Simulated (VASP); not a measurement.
```cif
data_NTi
_chemical_formula_sum 'Ti1 N1'
_space_group_name_H-M_alt 'P 1'
_space_group_IT_number 1
_cell_length_a 3.00547
_cell_length_b 3.00547
_cell_length_c 3.00547
_cell_angle_alpha 60.000
_cell_angle_beta 60.000
_cell_angle_gamma 60.000
loop_
_space_group_symop_operation_xyz
  'x, y, z'
loop_
_atom_site_label
_atom_site_type_symbol
_atom_site_fract_x
_atom_site_fract_y
_atom_site_fract_z
_atom_site_occupancy
Ti1 Ti 0.00000 0.00000 0.00000 1
N1 N 0.50000 0.50000 0.50000 1
```

The numbers are results of PW91 GGA, VASP's PBE PAW potentials (set 64) (plane waves; VASP 6.6.1), not measurements. Settings: 520 eV cut-off, 15×15×15 Γ-centred mesh, first-order Methfessel-Paxton smearing of 0.10 eV, potentials Ti_sv N.

### Question
Give the energy at these volumes per atom, relative to the lowest: 9.02, 9.30, 9.59, 9.88, 10.17 Å³.

### Answer
34.1, 8.3, 0.0, 6.7, 26.2 meV/atom. A third-order Birch-Murnaghan fit gives B0 = 276 GPa and B0′ = 4.2.

Measured: bulk modulus 288 GPa (computed value off by -4.0 %), as given by V. Krasnenko et al., Solid State Sciences (2013), arXiv:1306.3139; a 4.239 Å (computed value off by +0.3 %), as given by Guo-Xu Zhang et al., New Journal of Physics (2018), doi:10.1088/1367-2630/aac7f0. The calculation is for a static lattice, while the measured bulk modulus, a hold thermal and zero-point effects, which are part of the difference.

The compound is TiN in the rock salt structure. It was relaxed first.
